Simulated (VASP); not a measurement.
# HfGe (P6_3/mmc) in VASP: relaxation of cell and atoms with PBE

Aim: the relaxation of cell and atoms of HfGe with PBE.

All numbers are computed with VASP 6.6.1; they aren't measurements. Logs are shortened: lines on timing, memory, paths and dates and some standing lists are left out, and cuts for length are marked.

## (1) The structure

It takes space group P6_3/mmc (No. 194, hexagonal). The conventional cell has a = 4.017 Å, b = 4.017 Å, c = 5.133 Å, α = 90.00°, β = 90.00°, γ = 120.00°. Hf (site symmetry -6m2) is surrounded by 6 Ge at 2.65 Å. Ge (site symmetry -3m) has 2 Ge at 2.57 Å and 6 Hf at 2.65 Å as nearest neighbours.

The cell was built by a generator and needn't be a form met in nature.

## (2) Relaxation of cell and atoms, PBE

File INCAR:

```
SYSTEM = HfGe
ALGO = Fast
EDIFF = 1E-4
EDIFFG = -0.08
ENCUT = 520
GGA = PE
IBRION = 2
ISIF = 3
ISMEAR = 0
LASPH = .True.
LCHARG = .False.
LREAL = .False.
LWAVE = .False.
NELM = 60
NSW = 24
PREC = Normal
SIGMA = 0.15
```

File KPOINTS:

```
k-points
0
Gamma
  6 6 4
  0 0 0
```

File POSCAR:

```
HfGe
1.0
    4.0170507600      0.0000000000      0.0000000000
   -2.0085253800      3.4788680100      0.0000000000
    0.0000000000      0.0000000000      5.1325899000
Hf Ge
2 2
Direct
    0.3333333300      0.6666666700      0.2500000000
    0.6666666700      0.3333333300      0.7500000000
    0.0000000000      0.0000000000      0.0000000000
    0.0000000000      0.0000000000      0.5000000000
```

Potentials or basis: VASP PAW PBE potentials, release 64 (Hf_pv, Ge_d).

On the command line:

```bash
$ cat potpaw_PBE.64/Hf_pv/POTCAR potpaw_PBE.64/Ge_d/POTCAR > POTCAR
$ mpirun -np 1 vasp_std > vasp.out
```

OUTCAR:

```text
SYSTEM = HfGe
   EDIFF = 1E-4
   EDIFFG = -0.08
   ENCUT = 520
   GGA = PE
   IBRION = 2
   ISIF = 3
   ISMEAR = 0
   LASPH = .True.
   LREAL = .False.
   NELM = 60
   NSW = 24
   PREC = Normal

 ion  position               nearest neighbor table
   1  0.333  0.667  0.250-   3 2.65   4 2.65   3 2.65   4 2.65   3 2.65   4 2.65   2 3.46   2 3.46
                             2 3.46   2 3.46   2 3.46   2 3.46
   2  0.667  0.333  0.750-   3 2.65   4 2.65   3 2.65   4 2.65   3 2.65   4 2.65   1 3.46   1 3.46
                             1 3.46   1 3.46   1 3.46   1 3.46
   3  0.000  0.000  0.000-   4 2.57   4 2.57   1 2.65   2 2.65   2 2.65   1 2.65   2 2.65   1 2.65

   4  0.000  0.000  0.500-   3 2.57   3 2.57   1 2.65   2 2.65   2 2.65   1 2.65   2 2.65   1 2.65

  LATTYP: Found a hexagonal cell.
 ALAT       =     4.0170507600
 C/A-ratio  =     1.2777010316

  Lattice vectors:

 A1 = (   4.0170507600,   0.0000000000,   0.0000000000)
 A2 = (  -2.0085253800,   3.4788680100,   0.0000000000)
 A3 = (   0.0000000000,   0.0000000000,   5.1325899000)

Analysis of symmetry for initial positions (statically):
=====================================================================
 Subroutine PRICEL returns:
 Original cell was already a primitive cell.

 Routine SETGRP: Setting up the symmetry group for a
 hexagonal supercell.

 Subroutine GETGRP returns: Found 24 space group operations
 (whereof 12 operations were pure point group operations)
 out of a pool of 24 trial point group operations.

The static configuration has the point symmetry D_3d.
 The point group associated with its full space group is D_6h.

Analysis of symmetry for dynamics (positions and initial velocities):
=====================================================================
 Subroutine PRICEL returns:
 Original cell was already a primitive cell.

 Routine SETGRP: Setting up the symmetry group for a
 hexagonal supercell.

 Subroutine GETGRP returns: Found 24 space group operations
 (whereof 12 operations were pure point group operations)
 out of a pool of 24 trial point group operations.

The dynamic configuration has the point symmetry D_3d.
 The point group associated with its full space group is D_6h.

 Subroutine INISYM returns: Found 24 space group operations
 (whereof 12 operations are pure point group operations),
 and found     1 'primitive' translations

----------------------------------------------------------------------------------------

                                     Primitive cell

  volume of cell :      71.7269

  direct lattice vectors                    reciprocal lattice vectors
     4.017050760  0.000000000  0.000000000     0.248938851  0.143724912  0.000000000
    -2.008525380  3.478868010  0.000000000     0.000000000  0.287449825  0.000000000
     0.000000000  0.000000000  5.132589900     0.000000000  0.000000000  0.194833411

  length of vectors
     4.017050760  4.017050763  5.132589900     0.287449825  0.287449825  0.194833411

  position of ions in fractional coordinates (direct lattice)
     0.333333330  0.666666670  0.250000000
     0.666666670  0.333333330  0.750000000
     0.000000000  0.000000000  0.000000000
     0.000000000  0.000000000  0.500000000

  ion indices of the primitive-cell ions
   primitive index   ion index
                 1           1
                 2           2
                 3           3
                 4           4

----------------------------------------------------------------------------------------

 KPOINTS: k-points

Automatic generation of k-mesh.
 Grid dimensions read from file:
 generate k-points for:    6    6    4

 Generating k-lattice:

  Cartesian coordinates                     Fractional coordinates (reciprocal lattice)
     0.041489808  0.023954152  0.000000000     0.166666667  0.000000000  0.000000000
     0.000000000  0.047908304  0.000000000     0.000000000  0.166666667  0.000000000
     0.000000000  0.000000000  0.048708353     0.000000000  0.000000000  0.250000000

  Length of vectors
     0.047908304  0.047908304  0.048708353

  Shift w.r.t. Gamma in fractional coordinates (k-lattice)
     0.000000000  0.000000000  0.000000000

 Subroutine IBZKPT returns following result:
 ===========================================

 Found     21 irreducible k-points:

 Following reciprocal coordinates:
            Coordinates               Weight
  0.000000  0.000000  0.000000      1.000000
  0.166667  0.000000  0.000000      6.000000
  0.333333  0.000000  0.000000      6.000000
  0.500000  0.000000  0.000000      3.000000
  0.166667  0.166667  0.000000      6.000000
  0.333333  0.166667  0.000000     12.000000
[... 13 lines left out ...]
  0.333333  0.166667  0.500000     12.000000
  0.333333  0.333333  0.500000      2.000000
   k-points           NKPTS =     21   k-points in BZ     NKDIM =     21   number of bands    NBANDS=     28
   number of dos      NEDOS =    301   number of ions     NIONS =      4
   total plane-waves  NPLWV =  17280
   dimension x,y,z NGX =    24 NGY =   24 NGZ =   30
   dimension x,y,z NGXF=    48 NGYF=   48 NGZF=   60
   ions per type =               2   2
   NGX,Y,Z   is equivalent  to a cutoff of   9.93,  9.93,  9.72 a.u.
   NGXF,Y,Z  is equivalent  to a cutoff of  19.86, 19.86, 19.43 a.u.
 SYSTEM =  HfGe
   PREC   = normal    normal or accurate (medium, high low for compatibility)
   ISTART =      0    job   : 0-new  1-cont  2-samecut
   ICHARG =      2    charge: 1-file 2-atom 10-const
   ISPIN  =      1    spin polarized calculation?
   LNONCOLLINEAR =      F non collinear calculations
   LSORBIT =      F    spin-orbit coupling
   LASPH  =      T    aspherical Exc in radial PAW
   ENCUT  =  520.0 eV  38.22 Ry    6.18 a.u.   7.47  7.47  9.54*2*pi/ulx,y,z
   NELM   =     60;   NELMIN=  2; NELMDL= -5     # of ELM steps
   EDIFF  = 0.1E-03   stopping-criterion for ELM
   LREAL  =      F    real-space projection
   EDIFFG = -.8E-01   stopping-criterion for IOM
   NSW    =     24    number of steps for IOM
   IBRION =      2    ionic relax: 0-MD 1-quasi-New 2-CG
   NFREE  =      1    steps in history (QN), initial steepest desc. (CG)
   ISIF   =      3    stress and relaxation
   ISYM   =      2    0-nonsym 1-usesym 2-fastsym
   POTIM  = 0.5000    time-step for ionic-motion
   TEBEG  =    0.0;   TEEND  =   0.0 temperature during run
   PSTRESS=    0.0 pullay stress
   NELECT =      48.0000    total number of electrons
   NUPDOWN=      -1.0000    fix difference up-down
   EMIN   =  10.00;   EMAX   =-10.00  energy-range for DOS
   EFERMI =   0.00;   METHOD = LEGACY
   ISMEAR =     0;   SIGMA  =   0.15  broadening in eV -4-tet -1-fermi 0-gaus
   EFERMI_NEDOS =   21; number of points for ismear=-14 and -15
   IALGO  =     68    algorithm
   IMIX   =      4    mixing-type and parameters
     AMIX     =   0.40;   BMIX     =  1.00
     AMIX_MAG =   1.60;   BMIX_MAG =  1.00
  volume/ion in A,a.u.               =      17.93       121.01
  Fermi-wavevector in a.u.,A,eV,Ry     =   1.431950  2.705994 27.898499  2.050482
  Thomas-Fermi vector in A             =   2.551631
   LORBIT       =      0    0 simple, 1 ext, 2 COOP (PROOUT), +10 PAW based schemes
   GGA     = PE    functional components
   LHFCALC =     F    Hartree Fock is set to
   AEXX    =    0.0000 exact exchange contribution
   IVDW    =     0    specifies the selected vdW correction
   LEPSILON=     F    determine dielectric tensor
   LRPA    =     F    only Hartree local field effects (RPA)
 conjugate gradient relaxation of ions
 non-spin polarized calculation
 RMM-DIIS sequential band-by-band and
 Gauss-broadening in eV      SIGMA  =   0.15
  energy-cutoff  :      520.00
  volume of cell :       71.73
 maximum number of plane-waves:      1950
   NGX = 15   NGY = 15   NGZ = 19

--------------------------------------- Ionic step        1  -------------------------------------------

 number of electron      47.9999880 magnetization

 Free energy of the ion-electron system (eV)
  ---------------------------------------------------
  ext. energy  EPLUGINS =         0.00000000
  ---------------------------------------------------
  free energy    TOTEN  =       -30.70474139 eV

  energy without entropy =      -30.69678464  energy(sigma->0) =      -30.70076302

------------------------ aborting loop because EDIFF is reached ----------------------------------------

  FORCE on cell =-STRESS in cart. coord.  units (eV):
  Direction    XX          YY          ZZ          XY          YZ          ZX
  --------------------------------------------------------------------------------------
  -------------------------------------------------------------------------------------
  Total        5.0048133      5.0048133     10.9472647      0.0000000     -0.0000000      0.0000000
  in kB      111.7935196    111.7935199    244.5312491      0.0000000     -0.0000000      0.0000000
  external PRESSURE =     156.0394295 kB  Pullay stress =       0.0000000 kB
[... 289 lines left out ...]
  energy  without entropy=      -31.2016861972  energy(sigma->0) =      -31.20648518

--------------------------------------- Ionic step        9  -------------------------------------------

 number of electron      47.9999986 magnetization

 Free energy of the ion-electron system (eV)
  ---------------------------------------------------
  ext. energy  EPLUGINS =         0.00000000
  ---------------------------------------------------
  free energy    TOTEN  =       -31.21160769 eV

  energy without entropy =      -31.20219257  energy(sigma->0) =      -31.20690013

 E-fermi :   6.1524     XC(G=0): -11.3339

 val. band max:        6.0586338887   @ k =   0.3333   0.3333   0.0000
 cond. band min:       6.2092048576   @ k =   0.0000   0.0000   0.0000
 fundamental gap:      0.1505709688
 Fermi energy:         6.1524109855

 k-point     1 :       0.0000    0.0000    0.0000
  band No.  band energies     occupation
      1     -25.2212      2.00000
      2     -25.2191      2.00000
      3     -25.2191      2.00000
      4     -25.1708      2.00000
      5     -25.1708      2.00000
      6     -25.0370      2.00000
[... 671 lines left out ...]
  FREE ENERGIE OF THE ION-ELECTRON SYSTEM (eV)
  ---------------------------------------------------
  free  energy   TOTEN  =       -31.2116076894 eV

  energy  without entropy=      -31.2021925748  energy(sigma->0) =      -31.20690013

 reached required accuracy - stopping structural energy minimisation
```

It took 2.3 min on 1 thread of Intel Xeon Platinum 8488C (Sapphire Rapids), shared host; peak memory 0.18 GiB.

What came out:

```
Free energy                            : -31.2116 eV
Relaxed volume                         : 19.93 Å³/atom
Relaxed cell                           : a = 4.042 Å, b = 4.042 Å, c = 5.633 Å, α = 90.00°, β = 90.00°, γ = 120.00°
Space group after relaxing (to 0.05 Å) : P6_3/mmc (No. 194)
Energy gained by relaxing              : 126.7 meV/atom
Ionic steps                            : 9
Pressure after relaxing                : 0.2 GPa
Band gap on the k mesh                 : none (metal or under the smearing width)
```

Stress tensor (GPa, compression positive):
```
0.25 0.00 0.00
0.00 0.25 0.00
0.00 0.00 0.05
```

The path:
| step | energy change (eV) | largest force (eV/Å) | pressure (GPa) | volume (Å³) |
| --- | --- | --- | --- | --- |
| 1 | 0.0000 | 0.0000 | 15.60 | 71.73 |
| 2 | 0.0190 | 0.0000 | -12.17 | 91.30 |
| 3 | -0.4484 | 0.0000 | -0.84 | 80.53 |
| 4 | -0.4475 | 0.0000 | -1.57 | 80.79 |
| 5 | -0.5026 | 0.0000 | -0.76 | 80.04 |
| 6 | -0.5069 | 0.0000 | -1.26 | 79.75 |
| 7 | -0.4933 | 0.0000 | 0.59 | 79.14 |
| 8 | -0.5065 | 0.0000 | 1.29 | 79.65 |
| 9 | -0.5069 | 0.0000 | 0.18 | 79.71 |

Final structure:
```
CELL_PARAMETERS angstrom
4.04231 0.00000 0.00000
-2.02116 3.50074 0.00000
0.00000 0.00000 5.63299
ATOMIC_POSITIONS crystal
Hf 0.33333 0.66667 0.25000
Hf 0.66667 0.33333 0.75000
Ge 0.00000 0.00000 0.00000
Ge 0.00000 0.00000 0.50000
```

Levels at points of the mesh, in eV from the Fermi level:
```tsv
k point	band 22	band 23	band 24	band 25	band 26	band 27
(0.00, 0.00, 0.00)	-0.37	-0.37	0.06	0.14	0.14	0.19
(0.50, 0.00, 0.00)	-2.52	-1.92	-1.54	1.58	1.80	2.29
(0.00, 0.00, 0.50)	-2.36	-1.80	-1.80	1.74	1.74	1.75
(0.50, 0.00, 0.50)	-2.06	-1.92	-1.92	1.09	1.09	1.76
```

Caveat: the relaxation stopped at a loose force limit of 0.08 eV/Å, so its end isn't a converged minimum. The run has no spin-orbit coupling, so splittings on Hf are missing.
